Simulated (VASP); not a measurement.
A convergence study with VASP on ZnF$_{2}$ (rutile): one setting is varied, all else stays as given below, so the limit is that of these other settings.

```
ZnF2
1.0
    4.70000     0.00000     0.00000
    0.00000     4.70000     0.00000
    0.00000     0.00000     3.13000
Zn F
2 4
Cartesian
  0.00000   0.00000   0.00000
  2.35000   2.35000   1.56500
  1.42410   1.42410   0.00000
  3.77410   0.92590   1.56500
  0.92590   3.77410   1.56500
  3.27590   3.27590   0.00000
```

Calculation: PBE GGA, VASP's PBE PAW potentials (set 64) (plane waves; VASP 6.6.1). The tightest run used: 700 eV cut-off, 8×8×12 Monkhorst-Pack mesh, Gaussian smearing of 0.050 eV, potentials Zn F.

```tsv
setting	E (eV/atom)	pressure (GPa)	largest force (eV/Å)	irreducible k-points
1×1×1 mesh	-3.1137	16.42	0.282	1
1×1×2 mesh	-3.8700	5.73	0.199	1
2×2×3 mesh	-3.8605	6.87	0.042	2
```

Problem. These are the cheaper rows. Estimate the results at 8×8×12 mesh, and how far the last row shown lies from them.

Solution. 
```tsv
quantity	tightest run	last row shown is off by
E (eV/atom)	-3.8610	0.0005
pressure (GPa)	6.86	0.01
largest force (eV/Å)	0.028	0.014
```

Left out are rungs that failed or repeat a setting and relaxations that didn't move; long series are thinned to 24 rows.

The compound is ZnF2 in the rutile structure. The cell was not relaxed at this level, forces remain on its atoms.
